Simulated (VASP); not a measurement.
These are AM05 GGA, VASP's PBE PAW potentials (set 64) (plane waves; VASP) values and carry that method's errors.

The input files of a VASP run:

INCAR:
```
ENCUT=520   # plane-wave cut-off (eV)
ALGO=Normal
LWAVE=.FALSE.
LCHARG=.TRUE.
SYSTEM=CsPbBr3
EDIFF=1E-7   # SCF stop (eV)
NELM=100
LASPH=.TRUE.   # aspherical one-centre terms
LORBIT=11
LEFG=.TRUE.
ISIF=2   # forces and stress, cell fixed
LREAL=.FALSE.   # projection in real space or not
PREC=Accurate
NEDOS=601
ISMEAR=-5   # tetrahedra, Bloechl
LMAXMIX=4
GGA=AM   # AM05
```

POSCAR:
```
CsPbBr3
5.9448710
  0.9999999783   0.0000000000   0.0000000000
  0.0000000000   0.9999999783   0.0000000000
  0.0000000000   0.0000000000   0.9999999783
Cs Pb Br
1 1 3
Cart
  0.0000000000   0.0000000000   0.0000000000
  0.4999999891   0.4999999891   0.4999999891
  0.4999999891   0.0000000000   0.4999999891
  0.0000000000   0.4999999891   0.4999999891
  0.4999999891   0.4999999891   0.0000000000
```

### KPOINTS
```
K-points
0
G
4 4 4
```

POTCAR, in this order: Cs_sv Pb_d Br (PBE.64 set). Program: vasp_std.

Output

### OSZICAR
```
       N       E                     dE             d eps       ncg     rms          rms(c)
DAV:   1     0.398638131877E+03    0.39864E+03   -0.18842E+04   520   0.150E+03
DAV:   2     0.289943846011E+02   -0.36964E+03   -0.36330E+03   668   0.331E+02
DAV:   3    -0.145606510899E+02   -0.43555E+02   -0.43395E+02   590   0.125E+02
DAV:   4    -0.163591925545E+02   -0.17985E+01   -0.17923E+01   672   0.340E+01
DAV:   5    -0.164150099080E+02   -0.55817E-01   -0.55777E-01   672   0.476E+00    0.429E+00
DAV:   6    -0.158465173516E+02    0.56849E+00   -0.10814E+00   754   0.989E+00    0.239E+00
DAV:   7    -0.158062894046E+02    0.40228E-01   -0.51935E-01   752   0.403E+00    0.934E-01
DAV:   8    -0.158194265386E+02   -0.13137E-01   -0.60378E-02   650   0.210E+00    0.204E-01
DAV:   9    -0.158210971395E+02   -0.16706E-02   -0.10571E-02   686   0.759E-01    0.976E-02
DAV:  10    -0.158215176527E+02   -0.42051E-03   -0.95705E-04   638   0.195E-01    0.458E-02
DAV:  11    -0.158217255312E+02   -0.20788E-03   -0.36757E-04   568   0.125E-01    0.921E-03
DAV:  12    -0.158217325507E+02   -0.70195E-05   -0.32541E-05   762   0.521E-02    0.698E-03
DAV:  13    -0.158217339000E+02   -0.13492E-05   -0.33875E-06   622   0.125E-02    0.269E-03
DAV:  14    -0.158217342932E+02   -0.39326E-06   -0.97197E-07   598   0.958E-03    0.118E-03
DAV:  15    -0.158217343134E+02   -0.20168E-07   -0.46019E-08   392   0.189E-03
   1 F= -.15821734E+02 E0= -.15821734E+02  d E =0.000000E+00
```

OUTCAR:
```
------------------------ aborting loop because EDIFF is reached ----------------------------------------
  FORCE on cell =-STRESS in cart. coord.  units (eV):
  Direction    XX          YY          ZZ          XY          YZ          ZX
  --------------------------------------------------------------------------------------
  Total        0.0117914      0.0117914      0.0117914      0.0000000      0.0000000      0.0000000
  in kB        0.0899186      0.0899186      0.0899186      0.0000000      0.0000000      0.0000000
  external PRESSURE =       0.0899186 kB  Pullay stress =       0.0000000 kB
  volume of cell :      210.10
      direct lattice vectors                 reciprocal lattice vectors
     5.944870871  0.000000000  0.000000000     0.168212232  0.000000000  0.000000000
     0.000000000  5.944870871  0.000000000     0.000000000  0.168212232  0.000000000
     0.000000000  0.000000000  5.944870871     0.000000000  0.000000000  0.168212232
 POSITION                                       TOTAL-FORCE (eV/Angst)
 -----------------------------------------------------------------------------------
      0.00000      0.00000      0.00000         0.000000      0.000000      0.000000
      2.97244      2.97244      2.97244         0.000000      0.000000      0.000000
      2.97244      0.00000      2.97244         0.000000      0.000000      0.000000
      0.00000      2.97244      2.97244         0.000000      0.000000      0.000000
      2.97244      2.97244      0.00000         0.000000      0.000000      0.000000
 -----------------------------------------------------------------------------------
    total drift:                                0.000000     -0.000000     -0.000000
  FREE ENERGIE OF THE ION-ELECTRON SYSTEM (eV)
  ---------------------------------------------------
  free  energy   TOTEN  =       -15.8217343134 eV

  energy  without entropy=      -15.8217343134  energy(sigma->0) =      -15.82173431

 total charge

# of ion       s       p       d       tot
------------------------------------------
    1        1.825   4.715   0.010   6.550
    2        1.496   0.458   9.850  11.804
    3        1.598   3.245   0.007   4.850
    4        1.598   3.245   0.007   4.850
    5        1.598   3.245   0.007   4.850
--------------------------------------------------
tot          8.116  14.908   9.880  32.904

 Electric field gradients after diagonalization (V/A^2)
 (convention: |V_zz| > |V_xx| > |V_yy|)
----------------------------------------------------------------------
 ion       V_xx      V_yy      V_zz     asymmetry (V_yy - V_xx)/ V_zz
----------------------------------------------------------------------
   1      -0.000     0.000    -0.000      -1.259
   2       0.000    -0.000     0.000      -0.345
   3    -101.199  -101.199   202.398       0.000
   4    -101.199  -101.199   202.398       0.000
   5    -101.199  -101.199   202.398       0.000
```
(Selected blocks of OUTCAR.)

File OUTCAR:
```
 val. band max:        0.8534271506   @ k =   0.5000   0.5000   0.5000

 cond. band min:       2.4961893447   @ k =   0.5000   0.5000   0.5000


 Fermi energy:         0.8646472347

 k-point     1 :       0.0000    0.0000    0.0000
  band No.  band energies     occupation
      1     -20.4976      2.00000
      2     -15.8802      2.00000
      3     -15.8802      2.00000
      4     -15.7526      2.00000
      5     -15.7526      2.00000
      6     -15.7526      2.00000
      7     -13.6252      2.00000
      8     -12.9884      2.00000
      9     -12.9884      2.00000
     10      -7.2493      2.00000
     11      -7.2493      2.00000
     12      -7.2493      2.00000
     13      -6.1007      2.00000
     14      -3.1528      2.00000
     15      -3.1528      2.00000
     16      -3.1528      2.00000
     17      -1.0353      2.00000
     18      -1.0353      2.00000
     19      -1.0353      2.00000
     20      -0.9367      2.00000
     21      -0.9367      2.00000
     22      -0.9367      2.00000
     23       4.1292      0.00000
     24       5.2964      0.00000
     25       5.2964      0.00000
     26       5.9752      0.00000

 k-point     2 :       0.2500    0.0000    0.0000
  band No.  band energies     occupation
      1     -20.4972      2.00000
      2     -15.8801      2.00000
      3     -15.8550      2.00000
      4     -15.7530      2.00000
      5     -15.7530      2.00000
      6     -15.7526      2.00000
      7     -13.5622      2.00000
      8     -13.0967      2.00000
      9     -12.9877      2.00000
     10      -7.2452      2.00000
     11      -7.2445      2.00000
     12      -7.2445      2.00000
     13      -6.4886      2.00000
     14      -3.1089      2.00000
     15      -3.1089      2.00000
     16      -2.2693      2.00000
     17      -1.0988      2.00000
     18      -1.0988      2.00000
     19      -1.0936      2.00000
     20      -0.9888      2.00000
     21      -0.9888      2.00000
     22      -0.9286      2.00000
...
```

Unless said otherwise, spin-orbit coupling is left out, though it shifts the bands of the heavy elements here.

The compound is CsPbBr3 in the cubic perovskite structure, the ideal cubic form; the compound distorts at low or room temperature. It was relaxed first.
